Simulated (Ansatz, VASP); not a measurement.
One calculation of Na3YF6, two programs

The input INCAR:

```
PREC = Accurate
ENCUT = 520
EDIFF = 1E-7
ISMEAR = -1
SIGMA = 0.05
LREAL = F
LASPH = T
NELM = 80
ALGO = Normal
ISIF = 2
LWAVE = F
LCHARG = F
GGA = PS
IVDW = 13
NBANDS = 48
```

The input KPOINTS:

```
regular mesh
0
Gamma
  2 2 2
```

POSCAR

```
Na3YF6
1.0
    6.2011840000      0.0000000000      0.0000000000
    3.1005920000      5.3703828775      0.0000000000
    3.1005920000      1.7901276258      5.0632455337
Na Y F
3 1 6
Direct
    0.7500000000      0.7500000000      0.7500000000
    0.2500000000      0.2500000000      0.2500000000
    0.5000000000      0.5000000000      0.5000000000
    0.0000000000      0.0000000000      0.0000000000
    0.7531350000      0.2468650000      0.2468650000
    0.2468650000      0.2468650000      0.7531350000
    0.2468650000      0.7531350000      0.7531350000
    0.2468650000      0.7531350000      0.2468650000
    0.7531350000      0.2468650000      0.7531350000
    0.7531350000      0.7531350000      0.2468650000
```

Input for Ansatz:

```yaml
crystal:
  lattice:
    a: 6.201184
    b: 6.201184
    c: 6.201184
    alpha: 60.0
    beta: 60.0
    gamma: 60.0
  atoms:
    - { symbol: Na, position: [0.75, 0.75, 0.75] }
    - { symbol: Na, position: [0.25, 0.25, 0.25] }
    - { symbol: Na, position: [0.5, 0.5, 0.5] }
    - { symbol: "Y", position: [0.0, 0.0, 0.0] }
    - { symbol: F, position: [0.753135, 0.246865, 0.246865] }
    - { symbol: F, position: [0.246865, 0.246865, 0.753135] }
    - { symbol: F, position: [0.246865, 0.753135, 0.753135] }
    - { symbol: F, position: [0.246865, 0.753135, 0.246865] }
    - { symbol: F, position: [0.753135, 0.246865, 0.753135] }
    - { symbol: F, position: [0.753135, 0.753135, 0.246865] }
basis:
  ecutwfc: 530.0
kpoints:
  mp_grid:
    grid: [2, 2, 2]
hamiltonian:
  xc: pbesol
  dispersion: d4
scf:
  lower_state_search: "off"
  mixing:
    algorithm: anderson
  occupations:
    method: fermi_dirac
    width: 0.05
output:
  write_density: true
  write_potential: true
  volumetric_format: npy
  elf: true
  band_densities:
    - { bands: [v1, v1] }
    - { bands: [c1, c1] }
  eigenvalues: true
```

The cell comes from a database or a generator and needn't be the stable form of this composition.

Alike in both runs: task single point; functional PBEsol; dispersion D4; k mesh 2 × 2 × 2; occupations fermi-dirac, width 0.05 eV; no spin polarisation.

```csv
,VASP,Ansatz
version,VASP 6.6.1,Ansatz 0.2.0
potentials or method,"VASP PAW PBE potentials, release 64 (Na_pv, Y_sv, F)","plane waves, PAW"
plane-wave cutoff (eV),520,530
valence electrons in the cell,74,80
```

```csv
,VASP,Ansatz,Ansatz less VASP
gap on the k mesh at the Fermi level (eV),5.12,5.13,+0.014
dispersion energy (meV/atom),-34.8,-34.8,-0.03
```

The two sets of potentials don't hold the same shells in valence.

Caveats: the k mesh is coarse (spacing up to 0.62 Å⁻¹), so the values aren't converged. As with any semilocal functional, this PBEsol gap is likely too small.
